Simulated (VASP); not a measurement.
Input:

```
CELL_PARAMETERS angstrom
      3.98195     0.00000     0.00000
      0.00000     3.98195     0.00000
      0.00000     0.00000     4.08272
ATOMIC_POSITIONS crystal
  Ba 0.00000 0.00000 0.00250
  Ti 0.50000 0.50000 0.51915
  O  0.50000 0.50000 0.97157
  O  0.00000 0.50000 0.48539
  O  0.50000 0.00000 0.48539
```

Level of theory: r2SCAN+rVV10, VASP's PBE PAW potentials (set 64) (plane waves; VASP). Run with 520 eV cut-off, 6×6×6 Γ-centred mesh, tetrahedra with Blöchl corrections, potentials Ba_sv Ti_sv O.

Unless said otherwise, spin-orbit coupling is left out, though it shifts the bands of the heavy elements here.

Task: What does the run give for the energy per atom (σ→0), band gap (over mesh and band path) with the smallest direct gap where there is one?

Result: 
The band gap (over mesh and band path) is 2.18 eV, the smallest direct gap (over mesh and band path) is 2.62 eV and the energy per atom (σ→0) comes out as -14.669 eV/atom.

The absolute energy has meaning only against runs of the same code, potentials and settings.

The compound is BaTiO3 in the tetragonal perovskite structure. It was relaxed first.
